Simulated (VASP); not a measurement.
## GaP: a GW gap and what it depends on

How far does the GW correction to the gap of GaP depend on the settings? The starting structure is a measured crystal structure from the Crystallography Open Database. Cell and atoms stay as given.

Method: GW on LDA orbitals, with plane waves and PAW data sets made for GW, in VASP 6.6.1.

### Step 1. The starting structure

The structure is cubic, space group F-43m (No. 216). Conventional cell: a = 5.451 Å, b = 5.451 Å, c = 5.451 Å, α = 90.00°, β = 90.00°, γ = 90.00°. Nearest to Ga lie 4 P at 2.36 Å. Nearest to P lie 4 Ga at 2.36 Å. Farther neighbours are not listed.

Coordinates:

```xyz
2
Lattice="0.0000 2.7252 2.7252 2.7252 0.0000 2.7252 2.7252 2.7252 0.0000" Properties=species:S:1:pos:R:3 pbc="T T T"
Ga    0.0000    0.0000    0.0000
P     4.0879    4.0879    4.0879
```

### Step 2. G0W0 (response cutoff 100 eV, 4×4×4 mesh)

It reads the orbitals and their derivatives (WAVECAR and WAVEDER) of a run with the empty bands, which follows a ground-state run; neither is shown.

Contents of INCAR:

```
SYSTEM = GaP
PREC = Accurate
ENCUT = 430
ISMEAR = 0
SIGMA = 0.01
LREAL = .FALSE.
GGA = CA
NBANDS = 92
ALGO = EVGW0
NELMGW = 1
ENCUTGW = 100
NOMEGA = 40
PRECFOCK = Fast
NBANDSGW = 20
LWAVE = .FALSE.
LCHARG = .FALSE.
```

Contents of POSCAR:

```
GaP
1.0
    0.0000000000      2.7252500000      2.7252500000
    2.7252500000      0.0000000000      2.7252500000
    2.7252500000      2.7252500000      0.0000000000
Ga P
1 1
Direct
    0.0000000000      0.0000000000      0.0000000000
    0.7500000000      0.7500000000      0.7500000000
```

Contents of KPOINTS:

```
Automatic mesh
0
Gamma
4 4 4
0 0 0
```

PAW data sets: Ga_d_GW and P_GW (LDA family, release 64).

Started as:

```sh
$ mpirun -np 4 vasp_std
```

The program printed:

```text
[banner, memory and clock lines left out]
running    4 mpi-ranks, on    1 nodes
 distrk:  each k-point on    4 cores,    1 groups
 distr:  one band on    1 cores,    4 groups

 POSCAR found type information on POSCAR GaP
 POSCAR found :  2 types and       2 ions
|                                                                             |
|           W    W    AA    RRRRR   N    N  II  N    N   GGGG   !!!           |
|           W    W   A  A   R    R  NN   N  II  NN   N  G    G  !!!           |
|           W    W  A    A  R    R  N N  N  II  N N  N  G       !!!           |
|           W WW W  AAAAAA  RRRRR   N  N N  II  N  N N  G  GGG   !            |
|           WW  WW  A    A  R   R   N   NN  II  N   NN  G    G                |
|           W    W  A    A  R    R  N    N  II  N    N   GGGG   !!!           |
|                                                                             |
|     The default for ENCUTGWSOFT is different in this version of VASP.       |
|     please manually set ENCUTGWSOFT =100 in the INCAR file.                 |
|                                                                             |

 LDA part: xc-table for (Slater(with rela. corr.)+CA(PZ))
 , standard interpolation
 found WAVECAR, reading the header
 POSCAR, INCAR and KPOINTS ok, starting setup
 FFT: planning ... GRIDC
 FFT: planning ... GRID_SOFT
 FFT: planning ... GRID
 reading WAVECAR
 the WAVECAR file was read successfully
 initial charge from wavefunction
 available memory per node:    151.67 GB, setting MAXMEM to    155306

 The Fermi energy was updated, please check that it is located mid-gap
 values below the HOMO (VB) or above the LUMO (CB) will cause erroneous energies
 E-fermi :   4.9400

 calculate exact exchange contribution
 the WAVEDER file was read successfully
energies w=
    0.000    0.000    0.635    0.000    1.267    0.000    1.891    0.000
    2.505    0.000    3.107    0.000    3.696    0.000    4.272    0.000
    4.835    0.000    5.387    0.000    5.929    0.000    6.463    0.000
    6.993    0.000    7.520    0.000    8.048    0.000    8.580    0.000
    9.119    0.000    9.671    0.000   10.239    0.000   10.829    0.000
   11.446    0.000   12.098    0.000   12.793    0.000   13.542    0.000
   14.357    0.000   15.254    0.000   16.254    0.000   17.383    0.000
   18.678    0.000   20.188    0.000   21.980    0.000   24.153    0.000
   26.854    0.000   30.313    0.000   34.910    0.000   41.321    0.000
   50.873    0.000   66.577    0.000   97.041    0.000  180.788    0.000
 responsefunction array rank=     100
 LDA part: xc-table for (Slater(with rela. corr.)+CA(PZ))
 , standard interpolation

 min. memory requirement per mpi rank     97.3 MB, per node    389.4 MB

 allocating  10 responsefunctions rank=   100
 shmem allocating  40 responsefunctions rank=   100
 response function shared by NCSHMEM nodes    1
 Doing           10  frequencies on each core in blocks of           40
NQ=   1    0.0000    0.0000    0.0000,
|.........|.........|.........|.........|.........|.........|.........|.........
 performed        125000 updates of chi_q(r,r)
 total number of BLAS operations          7.92 Gflops
NQ=   2    0.2500    0.0000    0.0000,
|.........|.........|.........|.........|.........|.........|.........|.........
 performed        353000 updates of chi_q(r,r)
 total number of BLAS operations         24.39 Gflops
NQ=   3    0.5000    0.0000    0.0000,
|.........|.........|.........|.........|.........|.........|.........|.........
 performed        551000 updates of chi_q(r,r)
 total number of BLAS operations         37.27 Gflops
NQ=   4    0.2500    0.2500    0.0000,
|.........|.........|.........|.........|.........|.........|.........|.........
 performed        779000 updates of chi_q(r,r)
 total number of BLAS operations         50.14 Gflops
NQ=   5    0.5000    0.2500    0.0000,
|.........|.........|.........|.........|.........|.........|.........|.........
 performed       1088000 updates of chi_q(r,r)
 total number of BLAS operations         71.99 Gflops
NQ=   6   -0.2500    0.2500    0.0000,
|.........|.........|.........|.........|.........|.........|.........|.........
 performed       1367000 updates of chi_q(r,r)
 total number of BLAS operations         91.34 Gflops
NQ=   7    0.5000    0.5000    0.0000,
|.........|.........|.........|.........|.........|.........|.........|.........
 performed       1543000 updates of chi_q(r,r)
 total number of BLAS operations        103.29 Gflops
NQ=   8   -0.2500    0.5000    0.2500,
|.........|.........|.........|.........|.........|.........|.........|.........
 performed       1763000 updates of chi_q(r,r)
 total number of BLAS operations        120.95 Gflops
 resolving degeneracies of screened two electron integrals

 calculate QP shifts <psi_nk| G(iteration)W_0 |psi_nk>: iteration 1
 entering main loop
```

Run time: 12 s. Hardware: 4 MPI ranks of Intel Xeon 6975P-C (Granite Rapids), shared host; peak memory 0.62 GiB; 47 s of CPU time.

Lines that name or quote the potential files are left out of all logs, and their timing lines are given in words.

Parts of OUTCAR (step 2):

```text
ion  position               nearest neighbor table
   1  0.000  0.000  0.000-   2 2.36   2 2.36   2 2.36   2 2.36
   2  0.750  0.750  0.750-   1 2.36   1 2.36   1 2.36   1 2.36

  LATTYP: Found a face centered cubic cell.
 ALAT       =     5.4505000000

 Subroutine GETGRP returns: Found 24 space group operations
 (whereof 24 operations were pure point group operations)

The static configuration has the point symmetry T_d .

 Found      8 irreducible k-points:

   k-points           NKPTS =      8   k-points in BZ     NKDIM =     64   number of bands    NBANDS=     92

   dimension x,y,z NGX =    28 NGY =   28 NGZ =   28
   dimension x,y,z NGXF=    56 NGYF=   56 NGZF=   56

   ENCUT  =  430.0 eV  31.60 Ry    5.62 a.u.   6.52  6.52  6.52*2*pi/ulx,y,z

   NELECT =      18.0000    total number of electrons

  energy-cutoff  :      430.00
  volume of cell :       40.48
      direct lattice vectors                 reciprocal lattice vectors
     0.000000000  2.725250000  2.725250000    -0.183469406  0.183469406  0.183469406
     2.725250000  0.000000000  2.725250000     0.183469406 -0.183469406  0.183469406
     2.725250000  2.725250000  0.000000000     0.183469406  0.183469406 -0.183469406

 k-points in reciprocal lattice and weights: Automatic mesh
   0.00000000  0.00000000  0.00000000       0.016
   0.25000000  0.00000000  0.00000000       0.125
   0.50000000  0.00000000  0.00000000       0.062
   0.25000000  0.25000000  0.00000000       0.094
   0.50000000  0.25000000  0.00000000       0.375
  -0.25000000  0.25000000  0.00000000       0.188
   0.50000000  0.50000000  0.00000000       0.047
  -0.25000000  0.50000000  0.25000000       0.094

 E-fermi :   4.9400

 QP shifts <psi_nk| G(iteration)W_0 |psi_nk>: iteration 1
 for sc-GW calculations column KS-energies equals QP-energies in previous step
 and V_xc(KS)=  KS-energies - (<T + V_ion + V_H > + <T+V_H+V_ion>^1  + <V_x>^1)
 k-point   1 :       0.0000    0.0000    0.0000
  band No.  KS-energies  QP-energies   sigma(KS)   V_xc(KS)     V^pw_x(r,r')   Z            occupation Imag(sigma)
    ...
      6      -8.3087      -8.5976     -11.9897     -11.5455     -18.6276       0.6504       2.0000       1.1073
      7       4.2120       3.9431     -13.1247     -12.7727     -14.5444       0.7640       2.0000       0.0831
      8       4.2120       3.9431     -13.1247     -12.7727     -14.5444       0.7640       2.0000       0.0831
      9       4.2120       3.9431     -13.1247     -12.7727     -14.5444       0.7640       2.0000       0.0831
     10       5.8332       6.5836     -11.0421     -12.0216      -6.9555       0.7661       0.0000      -0.0838
     11       7.9645       8.4728     -10.1536     -10.8182      -5.8387       0.7648       0.0000      -0.1092
     12       7.9645       8.4728     -10.1536     -10.8182      -5.8387       0.7648       0.0000      -0.1092
     13       7.9645       8.4728     -10.1536     -10.8182      -5.8387       0.7648       0.0000      -0.1092
    ...

 k-point   2 :       0.2500    0.0000    0.0000
  band No.  KS-energies  QP-energies   sigma(KS)   V_xc(KS)     V^pw_x(r,r')   Z            occupation Imag(sigma)
    ...
      6      -7.5311      -7.8628     -12.3757     -11.8801     -18.7774       0.6692       2.0000       1.0318
      7       0.2657      -0.0291     -12.2375     -11.8350     -14.7874       0.7323       2.0000       0.1690
      8       3.5355       3.2481     -12.7879     -12.4099     -14.3378       0.7604       2.0000       0.0877
      9       3.5355       3.2481     -12.7879     -12.4099     -14.3378       0.7604       2.0000       0.0877
     10       6.1903       6.8019     -10.4572     -11.2525      -6.4107       0.7691       0.0000      -0.0886
     11       8.8284       9.3349     -10.2742     -10.9420      -5.7323       0.7585       0.0000      -0.1305
     12       8.8284       9.3349     -10.2742     -10.9420      -5.7323       0.7585       0.0000      -0.1305
     13      10.3829      10.9311     -10.6066     -11.3433      -5.6392       0.7443       0.0000      -0.1852
    ...

 k-point   3 :       0.5000    0.0000    0.0000
  band No.  KS-energies  QP-energies   sigma(KS)   V_xc(KS)     V^pw_x(r,r')   Z            occupation Imag(sigma)
    ...
      6      -6.2192      -6.5895     -13.0894     -12.5556     -19.1213       0.6939       2.0000       0.8777
      7      -2.5232      -2.8480     -11.4760     -11.0184     -15.2394       0.7098       2.0000       0.3703
      8       3.0758       2.7644     -12.6730     -12.2611     -14.3974       0.7560       2.0000       0.0966
      9       3.0758       2.7644     -12.6730     -12.2611     -14.3974       0.7560       2.0000       0.0966
     10       5.7021       6.2880     -10.4412     -11.1998      -6.5384       0.7723       0.0000      -0.0833
     11       8.8015       9.2543      -9.9392     -10.5330      -5.4096       0.7627       0.0000      -0.1316
     12       8.8015       9.2543      -9.9392     -10.5330      -5.4096       0.7627       0.0000      -0.1316
     13      12.2238      12.4677      -8.4662      -8.7883      -3.0159       0.7572       0.0000      -0.2964
    ...

 k-point   4 :       0.2500    0.2500    0.0000
  band No.  KS-energies  QP-energies   sigma(KS)   V_xc(KS)     V^pw_x(r,r')   Z            occupation Imag(sigma)
    ...
      6      -7.2681      -7.5985     -12.4200     -11.9288     -18.7318       0.6726       2.0000       1.0057
      7       0.4727       0.2354     -12.7111     -12.3877     -15.1910       0.7336       2.0000       0.1615
      8       2.4971       2.1676     -12.3170     -11.8790     -14.1327       0.7522       2.0000       0.1018
      9       2.4971       2.1676     -12.3170     -11.8790     -14.1327       0.7522       2.0000       0.1018
     10       6.2218       6.6553      -9.6900     -10.2490      -5.7434       0.7754       0.0000      -0.0904
     11       7.7653       8.2408     -10.0465     -10.6691      -5.6893       0.7636       0.0000      -0.1151
     12      10.8364      11.3987     -10.8233     -11.5797      -5.7366       0.7435       0.0000      -0.2027
     13      10.8364      11.3987     -10.8233     -11.5797      -5.7366       0.7435       0.0000      -0.2027
    ...

[... 4 further parts left out ...]
```

G0W0 (response cutoff 100 eV, 4×4×4 mesh): the quasiparticle gap on this mesh is 1.990 eV, +0.534 eV from the LDA gap on the same points, with 92 bands.

### Step 3. G0W0 (response cutoff 160 eV, 4×4×4 mesh)

It reads the orbitals and their derivatives (WAVECAR and WAVEDER) of a run with the empty bands, which follows a ground-state run; neither is shown.

Edit INCAR of step 2 so:

```diff
@@ -7,6 +7,6 @@
 GGA = CA
-NBANDS = 92
+NBANDS = 188
 ALGO = EVGW0
 NELMGW = 1
-ENCUTGW = 100
+ENCUTGW = 160
 NOMEGA = 40
```

POSCAR is that of step 2.

KPOINTS is that of step 2.

Started as:

```sh
$ mpirun -np 4 vasp_std
```

The program printed:

```text
[banner, memory and clock lines left out]
running    4 mpi-ranks, on    1 nodes
[...]
|                                                                             |
|           W    W    AA    RRRRR   N    N  II  N    N   GGGG   !!!           |
|           W    W   A  A   R    R  NN   N  II  NN   N  G    G  !!!           |
|           W    W  A    A  R    R  N N  N  II  N N  N  G       !!!           |
|           W WW W  AAAAAA  RRRRR   N  N N  II  N  N N  G  GGG   !            |
|           WW  WW  A    A  R   R   N   NN  II  N   NN  G    G                |
|           W    W  A    A  R    R  N    N  II  N    N   GGGG   !!!           |
|                                                                             |
|     The default for ENCUTGWSOFT is different in this version of VASP.       |
|     please manually set ENCUTGWSOFT =160 in the INCAR file.                 |
|                                                                             |

 LDA part: xc-table for (Slater(with rela. corr.)+CA(PZ))
[...]
total number of BLAS operations        292.51 Gflops
NQ=   4    0.2500    0.2500    0.0000,
|.........|.........|.........|.........|.........|.........|.........|.........
 performed       1634000 updates of chi_q(r,r)
 total number of BLAS operations        413.40 Gflops
NQ=   5    0.5000    0.2500    0.0000,
|.........|.........|.........|.........|.........|.........|.........|.........
 performed       2276000 updates of chi_q(r,r)
 total number of BLAS operations        591.18 Gflops
NQ=   6   -0.2500    0.2500    0.0000,
|.........|.........|.........|.........|.........|.........|.........|.........
 performed       2858000 updates of chi_q(r,r)
 total number of BLAS operations        762.88 Gflops
NQ=   7    0.5000    0.5000    0.0000,
|.........|.........|.........|.........|.........|.........|.........|.........
 performed       3229000 updates of chi_q(r,r)
 total number of BLAS operations        870.21 Gflops
NQ=   8   -0.2500    0.5000    0.2500,
|.........|.........|.........|.........|.........|.........|.........|.........
 performed       3690000 updates of chi_q(r,r)
 total number of BLAS operations       1018.02 Gflops
 resolving degeneracies of screened two electron integrals

 calculate QP shifts <psi_nk| G(iteration)W_0 |psi_nk>: iteration 1
 entering main loop
[key lines of the parts left out:]
E-fermi :   4.9400
```

Elapsed: 25 s, on 4 MPI ranks; peak memory 0.83 GiB; 97 s of CPU time.

Parts of OUTCAR (step 3):

```text
 QP shifts <psi_nk| G(iteration)W_0 |psi_nk>: iteration 1
 for sc-GW calculations column KS-energies equals QP-energies in previous step
 and V_xc(KS)=  KS-energies - (<T + V_ion + V_H > + <T+V_H+V_ion>^1  + <V_x>^1)
 k-point   1 :       0.0000    0.0000    0.0000
  band No.  KS-energies  QP-energies   sigma(KS)   V_xc(KS)     V^pw_x(r,r')   Z            occupation Imag(sigma)
    ...
      6      -8.3087      -8.7309     -12.1990     -11.5455     -18.6276       0.6460       2.0000       1.0224
      7       4.2120       3.7542     -13.3734     -12.7727     -14.5444       0.7622       2.0000       0.0328
      8       4.2120       3.7542     -13.3734     -12.7727     -14.5444       0.7622       2.0000       0.0328
      9       4.2120       3.7542     -13.3734     -12.7727     -14.5444       0.7622       2.0000       0.0328
     10       5.8332       6.3856     -11.3027     -12.0216      -6.9555       0.7683       0.0000      -0.1178
     11       7.9645       8.3325     -10.3362     -10.8182      -5.8387       0.7635       0.0000      -0.1257
     12       7.9645       8.3325     -10.3362     -10.8182      -5.8387       0.7635       0.0000      -0.1257
     13       7.9645       8.3325     -10.3362     -10.8182      -5.8387       0.7635       0.0000      -0.1257
    ...

[... 1 part as in an earlier step ...]

[... 2 further parts left out ...]
[key lines of the parts left out:]
E-fermi :   4.9400
```

G0W0 (response cutoff 160 eV, 4×4×4 mesh): the quasiparticle gap on this mesh is 2.097 eV, +0.641 eV from the LDA gap on the same points, with 188 bands.

(Part 1 of 3 ends here.)

[Lines on the potential files, build, host, timing and source positions are cut from VASP's logs without a mark.]

[Logs are printed without paths, hosts, clocks, repeated set-up lines and the standing remarks that a program may print on its own settings, such as how far it seeks lower states.]

[Hosts, paths, dates, database ids (printed as entryN), source tags and the programs' standing remarks are cut or masked in the printed files.]
